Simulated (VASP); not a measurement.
# AlGa3N4 (ordered alloy cell): computed properties

Method: PBEsol GGA, VASP's PBE PAW potentials (set 64) (plane waves; VASP 6.6.1).

| Quantity | Result |
|---|---|
| space group | P3m1 (156) |
| cell | a = b = 3.1635 Å, c = 10.2836 Å, α = β = 90.00°, γ = 120.00° |
| volume per atom | 11.14 Å^3/atom |
| band gap (over mesh and band path) | 2.31 eV |
| smallest direct gap (over mesh and band path) | 2.31 eV |
| band-edge character | direct, Γ to Γ |
| density | 5.44 g/cm³ |

```cif
data_AlGa3N4
_chemical_formula_sum 'Ga3 N4 Al1'
_space_group_name_H-M_alt 'P 1'
_space_group_IT_number 1
_cell_length_a 3.16348
_cell_length_b 3.16348
_cell_length_c 10.28358
_cell_angle_alpha 90.000
_cell_angle_beta 90.000
_cell_angle_gamma 120.000
loop_
_space_group_symop_operation_xyz
  'x, y, z'
loop_
_atom_site_label
_atom_site_type_symbol
_atom_site_fract_x
_atom_site_fract_y
_atom_site_fract_z
_atom_site_occupancy
Ga1 Ga 0.66667 0.33333 0.25402 1
Ga2 Ga 0.33333 0.66667 0.00115 1
Ga3 Ga 0.66667 0.33333 0.74875 1
N1 N 0.66667 0.33333 0.44457 1
N2 N 0.33333 0.66667 0.19112 1
N3 N 0.66667 0.33333 0.93871 1
N4 N 0.33333 0.66667 0.68511 1
Al1 Al 0.33333 0.66667 0.50057 1
```

The structure was generated: AlGa3N4 was put into an ordered model structure (P3m1), which need not be its known phase. It was relaxed first. Symmetry was kept, so distortions that lower it aren't found.
